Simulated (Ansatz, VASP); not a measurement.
# CaHfSe3 in two plane-wave programs

Wanted: the spread between two codes on one cell, functional and k mesh. The cell is generated by rule, not measured, and may not be a known phase. The cell is taken from a series of runs on this material, whose earlier steps may have relaxed, scaled, displaced or heated it; both programs get it as it stands.

Program: Ansatz 0.2.0. Level of theory: plane waves, with VASP 6.6.1 beside it; zone-centre phonons at LDA. Results are calculated unless marked as measured.

The structure was built from a prototype and need not be the compound's stable phase.

## Step 1: The structure

The structure is tetragonal, space group P4mm (No. 99). The conventional cell has a = 5.059 Å, b = 5.059 Å, c = 5.343 Å, α = 90.00°, β = 90.00°, γ = 90.00°. Ca has 8 Se at 2.90 to 3.71 Å nearest. Nearest to Hf lie 6 Se at 2.43 to 2.92 Å. Nearest to Se lie 2 Hf at 2.58 Å and 2 Ca at 2.90 Å. Nearest to Se lie 2 Hf at 2.43 to 2.92 Å and 4 Ca at 3.71 Å. Farther neighbours and most contacts between anions are not listed.

Coordinates:

```cif
data_structure
_symmetry_space_group_name_H-M 'P 1'
_symmetry_Int_Tables_number 1
_cell_length_a 5.0591
_cell_length_b 5.0591
_cell_length_c 5.3430
_cell_angle_alpha 90.000
_cell_angle_beta 90.000
_cell_angle_gamma 90.000
_cell_volume 136.75
loop_
_atom_site_label
_atom_site_type_symbol
_atom_site_fract_x
_atom_site_fract_y
_atom_site_fract_z
_atom_site_occupancy
Ca1 Ca 0.00000 0.00000 0.16772 1
Hf2 Hf 0.50000 0.50000 0.53264 1
Se3 Se 0.50000 0.00000 0.43442 1
Se4 Se 0.50000 0.50000 0.98677 1
Se5 Se 0.00000 0.50000 0.43442 1
```

## Step 2: VASP: zone-centre phonons, LDA

Second derivatives magnify differences that forces hide, and they need a tight electronic threshold.

Lines of VASP's logs that name or quote its potential files are left out, and so is its time.

The input, INCAR:

```
SYSTEM = CaHfSe3
PREC = Accurate
ENCUT = 500
EDIFF = 1E-08
NELM = 120
ISMEAR = 1
SIGMA = 0.2
LREAL = .FALSE.
ALGO = Normal
GGA = PW92
NBANDS = 25
LASPH = .TRUE.
LORBIT = 11
LWAVE = .FALSE.
LCHARG = .FALSE.
ISIF = 2
IBRION = 8
GGA_COMPAT = .FALSE.
EFERMI = MIDGAP
KPAR = 2
```

The input, POSCAR:

```
CaHfSe3
1.0
    5.0591416367      0.0000000000      0.0000000000
    0.0000000000      5.0591416367      0.0000000000
    0.0000000000      0.0000000000      5.3429579847
Ca Hf Se
1 1 3
Direct
    0.0000000000      0.0000000000      0.1677229766
    0.5000000000      0.5000000000      0.5326447511
    0.5000000000      0.0000000000      0.4344185244
    0.5000000000      0.5000000000      0.9867748742
    0.0000000000      0.5000000000      0.4344185244
```

The input, KPOINTS:

```
Automatic mesh
0
Gamma
6 6 6
0 0 0
```

The projector-augmented-wave data sets are Ca_sv, Hf_pv and Se (LDA family, release 64).

Started as:

```sh
> mpirun -np 2 vasp_std
```

Numbers of over 12 decimals in the logs are rounded to 6 here.

The log of the run:

```text
[banner, memory and clock lines left out]
running    2 mpi-ranks, on    1 nodes
 distrk:  each k-point on    1 cores,    2 groups
 distr:  one band on    1 cores,    1 groups

 POSCAR found type information on POSCAR CaHfSe
 POSCAR found :  3 types and       5 ions
|                                                                             |
|               ----> ADVICE to this user running VASP <----                  |
|                                                                             |
|     You enforced a specific xc type in the INCAR file but a different       |
|     [... a line on the potential file left out ...]
|     I HOPE YOU KNOW WHAT YOU ARE DOING!                                     |
|                                                                             |

 LDA part: xc-table for (Slater(with rela. corr.)+PW92), standard interpolation
 POSCAR, INCAR and KPOINTS ok, starting setup
 FFT: planning ... GRIDC
 FFT: planning ... GRID_SOFT
 FFT: planning ... GRID
 WAVECAR not read
 entering main loop
       N       E                     dE             d eps       ncg     rms          rms(c)
DAV:   1     0.244368246652E+03    0.24437E+03   -0.17658E+04  2000   0.131E+03
DAV:   2    -0.139478541811E+02   -0.25832E+03   -0.25280E+03  2394   0.316E+02
DAV:   3    -0.334670852401E+02   -0.19519E+02   -0.19422E+02  3142   0.705E+01
DAV:   4    -0.340554777174E+02   -0.58839E+00   -0.58675E+00  3096   0.113E+01
DAV:   5    -0.340696965566E+02   -0.14219E-01   -0.14217E-01  2976   0.122E+00    0.479E+01
DAV:   6    -0.322194959206E+02    0.18502E+01   -0.60232E+00  2519   0.889E+00    0.329E+01
DAV:   7    -0.320892640691E+02    0.13023E+00   -0.11980E+00  2598   0.560E+00    0.569E+00
DAV:   8    -0.320613941786E+02    0.27870E-01   -0.25007E-01  2565   0.221E+00    0.878E-01
DAV:   9    -0.320592844636E+02    0.21097E-02   -0.34365E-02  2711   0.770E-01    0.412E-01
DAV:  10    -0.320594564954E+02   -0.17203E-03   -0.43099E-03  2589   0.298E-01    0.207E-01
DAV:  11    -0.320595654986E+02   -0.10900E-03   -0.52661E-04  2758   0.106E-01    0.878E-02
DAV:  12    -0.320595800781E+02   -0.14579E-04   -0.42316E-05  2723   0.334E-02    0.173E-02
DAV:  13    -0.320595905105E+02   -0.10432E-04   -0.17525E-05  2524   0.197E-02    0.239E-02
DAV:  14    -0.320595910225E+02   -0.51200E-06   -0.16019E-06  3036   0.667E-03    0.582E-03
DAV:  15    -0.320595912035E+02   -0.18107E-06   -0.33270E-07  2719   0.263E-03    0.374E-03
DAV:  16    -0.320595912211E+02   -0.17543E-07   -0.46133E-08  2531   0.114E-03    0.122E-03
DAV:  17    -0.320595912216E+02   -0.56934E-09   -0.82004E-09  1926   0.477E-04
   1 F= -.32059591E+02 E0= -.32059559E+02  d E =-.954460E-04
 Linear response reoptimize wavefunctions to high precision
DAV:   1    -0.320595912216E+02   -0.68212E-11   -0.14615E-09  1869   0.218E-04
DAV:   2    -0.320595912218E+02   -0.12642E-09   -0.39701E-10  1557   0.103E-04
DAV:   3    -0.320595912217E+02    0.61846E-10   -0.18280E-10  1445   0.614E-05
 Linear response DOF=           9
 Linear response progress:
  Degree of freedom:   1/  9
       N       E                     dE             d eps       ncg     rms          rms(c)
RMM:   1    -0.440448932862E+00   -0.44045E+00    0.13269E+00  4481   0.899E+00
RMM:   2    -0.411014508888E+00    0.29434E-01   -0.10794E-01  6443   0.165E+00    0.234E-01
RMM:   3    -0.411668356482E+00   -0.65385E-03   -0.18551E-02  7434   0.484E-01    0.163E-01
RMM:   4    -0.411759782840E+00   -0.91426E-04   -0.38583E-03  8655   0.200E-01    0.702E-02
RMM:   5    -0.411609458155E+00    0.15032E-03   -0.50365E-04  8852   0.709E-02    0.165E-02
RMM:   6    -0.411565680892E+00    0.43777E-04   -0.55850E-05  9168   0.267E-02    0.243E-03
RMM:   7    -0.411571586824E+00   -0.59059E-05   -0.23732E-05  9212   0.134E-02    0.200E-03
RMM:   8    -0.411564988062E+00    0.65988E-05   -0.12035E-05  9673   0.828E-03    0.511E-04
RMM:   9    -0.411566971111E+00   -0.19830E-05   -0.82880E-06  9695   0.565E-03    0.396E-04
RMM:  10    -0.411566875310E+00    0.95800E-07   -0.56710E-06  9809   0.422E-03    0.204E-04
RMM:  11    -0.411567065081E+00   -0.18977E-06   -0.44168E-06 10231   0.332E-03    0.216E-04
RMM:  12    -0.411566426891E+00    0.63819E-06   -0.34877E-06  9609   0.278E-03    0.227E-04
RMM:  13    -0.411566323591E+00    0.10330E-06   -0.27358E-06  9661   0.236E-03    0.315E-04
RMM:  14    -0.411567546157E+00   -0.12226E-05   -0.21761E-06  8525   0.224E-03    0.873E-05
RMM:  15    -0.411567941670E+00   -0.39551E-06   -0.18413E-06  9548   0.183E-03    0.755E-05
RMM:  16    -0.411568282465E+00   -0.34079E-06   -0.14806E-06  9635   0.161E-03    0.814E-05
RMM:  17    -0.411568303726E+00   -0.21261E-07   -0.12355E-06  9795   0.144E-03    0.826E-05
 first order change of Fermi-energy  -0.14850E-04
 force on displaced ion       1 direction 1 :  -2.057   0.000  -0.003
 Linear response progress:
[...]
RMM:  22    -0.231228635119E+00   -0.73486E-08   -0.45551E-08  4931   0.340E-04    0.167E-04
 first order change of Fermi-energy   0.55216E-01
 force on displaced ion       2 direction 3 :  -0.000   0.000 -10.061
 Linear response progress:
  Degree of freedom:   5/  9
       N       E                     dE             d eps       ncg     rms          rms(c)
RMM:   1    -0.974544295027E-01   -0.97454E-01    0.11530E-02  9050   0.109E+00
[...]
RMM:  14    -0.951244618145E-01   -0.28915E-08   -0.14972E-07  9811   0.251E-04    0.929E-06
RMM:  15    -0.951244786818E-01   -0.16867E-07    0.83924E-08  9634   0.241E-04    0.619E-06
RMM:  16    -0.951244804423E-01   -0.17606E-08   -0.15327E-07  9465   0.236E-04    0.384E-06
RMM:  17    -0.951244805341E-01   -0.91781E-10    0.11958E-08  8971   0.234E-04    0.408E-06
 first order change of Fermi-energy  -0.14104E-03
 force on displaced ion       3 direction 2 :   0.000 -12.360  -0.012
 Linear response progress:
  Degree of freedom:   7/  9
       N       E                     dE             d eps       ncg     rms          rms(c)
RMM:   1    -0.969089532069E-01   -0.96909E-01    0.17952E-02  7079   0.106E+00
RMM:   2    -0.921265631260E-01    0.47824E-02   -0.63524E-03  5929   0.291E-01    0.196E-01
RMM:   3    -0.924436260269E-01   -0.31706E-03   -0.99792E-04  6050   0.950E-02    0.117E-01
RMM:   4    -0.927964340762E-01   -0.35281E-03   -0.22392E-04  6090   0.527E-02    0.174E-02
RMM:   5    -0.928090229220E-01   -0.12589E-04   -0.39113E-05  6646   0.194E-02    0.900E-03
RMM:   6    -0.928173083328E-01   -0.82854E-05   -0.73417E-06  6955   0.832E-03    0.251E-03
RMM:   7    -0.928103226828E-01    0.69856E-05   -0.16162E-06  7103   0.345E-03    0.129E-03
RMM:   8    -0.928129656022E-01   -0.26429E-05   -0.34497E-07  7377   0.172E-03    0.453E-04
RMM:   9    -0.928134413853E-01   -0.47578E-06    0.17715E-06  7604   0.909E-04    0.115E-04
RMM:  10    -0.928139146877E-01   -0.47330E-06    0.41108E-07  7620   0.524E-04    0.738E-05
RMM:  11    -0.928139227008E-01   -0.80131E-08    0.10819E-06  7829   0.356E-04    0.381E-05
RMM:  12    -0.928139347414E-01   -0.12041E-07   -0.21995E-07  7842   0.267E-04    0.138E-05
RMM:  13    -0.928138979392E-01    0.36802E-07    0.23192E-07  7915   0.221E-04    0.117E-05
RMM:  14    -0.928139023948E-01   -0.44556E-08   -0.14430E-07  8004   0.199E-04    0.659E-06
RMM:  15    -0.928139073696E-01   -0.49748E-08    0.12939E-07  7722   0.188E-04    0.312E-06
RMM:  16    -0.928139048057E-01    0.25639E-08   -0.81231E-08  7662   0.181E-04    0.381E-06
 first order change of Fermi-energy  -0.25890E-01
 force on displaced ion       3 direction 3 :   0.000   0.000  -1.859
 Linear response progress:
  Degree of freedom:   8/  9
       N       E                     dE             d eps       ncg     rms          rms(c)
RMM:   1    -0.918610841024E-01   -0.91861E-01    0.38201E-02  8400   0.977E-01
RMM:   2    -0.897832505975E-01    0.20778E-02   -0.50208E-03  7096   0.245E-01    0.105E-01
RMM:   3    -0.900666424065E-01   -0.28339E-03   -0.74996E-04  7461   0.720E-02    0.640E-02
RMM:   4    -0.904010743000E-01   -0.33443E-03   -0.13341E-04  7599   0.374E-02    0.926E-03
RMM:   5    -0.903913373927E-01    0.97369E-05   -0.21863E-05  8291   0.121E-02    0.654E-03
RMM:   6    -0.903988092641E-01   -0.74719E-05   -0.38753E-06  8735   0.503E-03    0.200E-03
RMM:   7    -0.904038136849E-01   -0.50044E-05   -0.10273E-06  8872   0.214E-03    0.729E-04
RMM:   8    -0.904049253008E-01   -0.11116E-05   -0.73811E-07  9316   0.105E-03    0.154E-04
RMM:   9    -0.904057739641E-01   -0.84866E-06    0.17652E-06  9322   0.572E-04    0.653E-05
RMM:  10    -0.904057511783E-01    0.22786E-07    0.15600E-07  9765   0.361E-04    0.440E-05
RMM:  11    -0.904057067673E-01    0.44411E-07    0.10440E-06  9997   0.269E-04    0.130E-05
RMM:  12    -0.904056142701E-01    0.92497E-07   -0.44965E-07  9861   0.228E-04    0.393E-06
RMM:  13    -0.904056174738E-01   -0.32037E-08    0.26871E-07  9948   0.207E-04    0.483E-06
RMM:  14    -0.904056120212E-01    0.54526E-08   -0.22870E-07  9648   0.197E-04    0.166E-06
RMM:  15    -0.904056176300E-01   -0.56088E-08    0.31593E-07  9184   0.192E-04    0.230E-06
RMM:  16    -0.904056166610E-01    0.96906E-09   -0.18981E-07  8778   0.189E-04    0.989E-07
RMM:  17    -0.904056166795E-01   -0.18524E-10    0.28203E-07  8606   0.188E-04    0.161E-06
RMM:  18    -0.904056161967E-01    0.48280E-09   -0.16063E-07  8395   0.188E-04    0.967E-07
RMM:  19    -0.904056159708E-01    0.22591E-09    0.18486E-07  8325   0.187E-04    0.138E-06
RMM:  20    -0.904056159140E-01    0.56814E-10   -0.15549E-07  8187   0.187E-04    0.882E-07
RMM:  21    -0.904056158107E-01    0.10332E-09    0.18271E-07  8139   0.187E-04    0.130E-06
RMM:  22    -0.904056157586E-01    0.52041E-10   -0.21821E-07  8107   0.187E-04    0.834E-07
RMM:  23    -0.904056156797E-01    0.78918E-10    0.66550E-08  8051   0.187E-04    0.125E-06
 first order change of Fermi-energy   0.31199E-04
 force on displaced ion       4 direction 1 :  -0.724   0.000  -0.001
 Linear response progress:
  Degree of freedom:   9/  9
       N       E                     dE             d eps       ncg     rms          rms(c)
RMM:   1    -0.965989933149E-01   -0.96599E-01    0.82776E-02  4170   0.122E+00
RMM:   2    -0.952253519110E-01    0.13736E-02   -0.92214E-03  3665   0.293E-01    0.684E-01
RMM:   3    -0.950634955300E-01    0.16186E-03   -0.24492E-03  3484   0.155E-01    0.343E-01
RMM:   4    -0.953361379361E-01   -0.27264E-03   -0.38985E-04  3711   0.672E-02    0.878E-02
RMM:   5    -0.954281719606E-01   -0.92034E-04   -0.56348E-05  4038   0.255E-02    0.157E-02
RMM:   6    -0.954345711342E-01   -0.63992E-05   -0.10784E-05  3991   0.102E-02    0.428E-03
RMM:   7    -0.954346936125E-01   -0.12248E-06   -0.24817E-06  4235   0.374E-03    0.188E-03
RMM:   8    -0.954363444803E-01   -0.16509E-05   -0.36624E-06  4219   0.172E-03    0.366E-04
RMM:   9    -0.954375625802E-01   -0.12181E-05   -0.91967E-08  4563   0.892E-04    0.206E-04
RMM:  10    -0.954379408210E-01   -0.37824E-06    0.20863E-06  4629   0.557E-04    0.676E-05
RMM:  11    -0.954379725171E-01   -0.31696E-07   -0.25157E-07  4752   0.404E-04    0.773E-05
RMM:  12    -0.954379837069E-01   -0.11190E-07    0.44920E-07  4838   0.323E-04    0.711E-06
RMM:  13    -0.954379743021E-01    0.94048E-08   -0.18491E-07  4863   0.280E-04    0.137E-05
RMM:  14    -0.954379746699E-01   -0.36781E-09    0.13196E-07  4770   0.259E-04    0.554E-06
RMM:  15    -0.954379808794E-01   -0.62095E-08   -0.10541E-07  4782   0.247E-04    0.371E-06
RMM:  16    -0.954379760288E-01    0.48506E-08   -0.10419E-07  4524   0.242E-04    0.286E-06
RMM:  17    -0.954379751865E-01    0.84229E-09   -0.36718E-07  4305   0.239E-04    0.195E-06
RMM:  18    -0.954379758512E-01   -0.66465E-09    0.98515E-08  4290   0.237E-04    0.200E-06
 first order change of Fermi-energy   0.32727E+00
 force on displaced ion       4 direction 3 :   0.000   0.000 -13.352
 Linear response finished
```

(Part 1 of 3 ends here.)

[Lines on the potential files, build, host, timing and source positions are cut from VASP's logs without a mark.]

[Logs are printed without paths, hosts, clocks, repeated set-up lines and the standing remarks that a program may print on its own settings, such as how far it seeks lower states.]

[Hosts, paths, dates, database ids (printed as entryN), source tags and the programs' standing remarks are cut or masked in the printed files.]
